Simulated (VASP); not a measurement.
All values below come from PBE GGA with D3 dispersion (zero damping), VASP's PBE PAW potentials (set 64) (plane waves; VASP 6.6.1).

A VASP calculation is set up with these files.

**INCAR**
```
# general
SYSTEM  = Hf
PREC    = Accurate
ENCUT   = 520
LREAL   = .False.
LASPH   = .True.

# electronic loop
EDIFF   = 1E-7
NELM    = 100
ALGO    = Normal
LMAXMIX = 6

# smearing
ISMEAR  = -5

# functional
GGA     = PE
IVDW    = 11

# ions
ISIF    = 2

# output
LWAVE   = .False.
LCHARG  = .True.
LORBIT  = 11
NEDOS   = 601
```

### POSCAR
```
Hf
1
    1.5830026804    -2.7418410338     0.0000000000
    1.5830026804     2.7418410338     0.0000000000
    0.0000000000     0.0000000000     5.0094141413
Hf
2
Direct
  0.3333330000   0.6666670000   0.2500000000
  0.6666670000   0.3333330000   0.7500000000
```

### KPOINTS
```
Automatic mesh
0
Gamma
15 15 8
0 0 0
```

POTCAR, in this order: Hf_pv (PBE.64 set). Program: vasp_std.

The run wrote:

**OSZICAR**
```
       N       E                     dE             d eps       ncg     rms          rms(c)
DAV:   1     0.469405383576E+02    0.46941E+02   -0.11817E+04  3788   0.136E+03
DAV:   2    -0.185476002221E+02   -0.65488E+02   -0.64539E+02  4716   0.269E+02
DAV:   3    -0.204983557133E+02   -0.19508E+01   -0.19313E+01  5118   0.305E+01
DAV:   4    -0.205168652814E+02   -0.18510E-01   -0.18465E-01  4308   0.360E+00
DAV:   5    -0.205171386279E+02   -0.27335E-03   -0.27362E-03  5208   0.356E-01    0.666E+01
DAV:   6    -0.200193750378E+02    0.49776E+00   -0.46950E-01  3966   0.536E+00    0.394E+01
DAV:   7    -0.198436598404E+02    0.17572E+00   -0.79279E-01  4026   0.668E+00    0.199E+00
DAV:   8    -0.198345332460E+02    0.91266E-02   -0.52320E-02  4158   0.177E+00    0.249E-01
DAV:   9    -0.198346326199E+02   -0.99374E-04   -0.10934E-03  5220   0.265E-01    0.206E-01
DAV:  10    -0.198346232118E+02    0.94081E-05   -0.62652E-05  4284   0.643E-02    0.313E-01
DAV:  11    -0.198346246091E+02   -0.13973E-05   -0.96794E-06  4692   0.257E-02    0.171E-02
DAV:  12    -0.198346248787E+02   -0.26957E-06   -0.75942E-07  4928   0.680E-03    0.933E-03
DAV:  13    -0.198346247387E+02    0.14004E-06   -0.29525E-08  2988   0.152E-03    0.341E-03
DAV:  14    -0.198346246651E+02    0.73543E-07   -0.44618E-09  2700   0.669E-04
   1 F= -.20651575E+02 E0= -.20651575E+02  d E =0.000000E+00
```

### OUTCAR
```
------------------------ aborting loop because EDIFF is reached ----------------------------------------
 Edisp (eV)   -0.81695
  FORCE on cell =-STRESS in cart. coord.  units (eV):
  Direction    XX          YY          ZZ          XY          YZ          ZX
  --------------------------------------------------------------------------------------
  Total      -0.05068    -0.05068     0.00570     0.00000    -0.00000     0.00000
  in kB      -1.86719    -1.86719     0.21007     0.00000    -0.00000     0.00000
  external pressure =       -1.17 kB  Pullay stress =        0.00 kB
  volume of cell :       43.49
      direct lattice vectors                 reciprocal lattice vectors
     1.583002680 -2.741841034  0.000000000     0.315855435 -0.182359223  0.000000000
     1.583002680  2.741841034  0.000000000     0.315855435  0.182359223  0.000000000
     0.000000000  0.000000000  5.009414141     0.000000000  0.000000000  0.199624142
 POSITION                                       TOTAL-FORCE (eV/Angst)
 -----------------------------------------------------------------------------------
      1.58300      0.91395      1.25235        -0.000000      0.000000      0.000000
      1.58300     -0.91395      3.75706         0.000000      0.000000      0.000000
 -----------------------------------------------------------------------------------
    total drift:                                0.000000      0.000179     -0.000015
  FREE ENERGIE OF THE ION-ELECTRON SYSTEM (eV)
  ---------------------------------------------------
  free  energy   TOTEN  =       -20.6515751118 eV

  energy  without entropy=      -20.6515751118  energy(sigma->0) =      -20.65157511

 total charge

# of ion       s       p       d       tot
------------------------------------------
    1        0.400   6.400   1.582   8.382
    2        0.400   6.400   1.582   8.382
--------------------------------------------------
tot          0.801  12.799   3.163  16.763
```
(Selected blocks of OUTCAR.)

For a metal the tetrahedron method with Blöchl corrections gives inexact stress and forces.

The compound is Hf in the hcp structure. It was relaxed first.
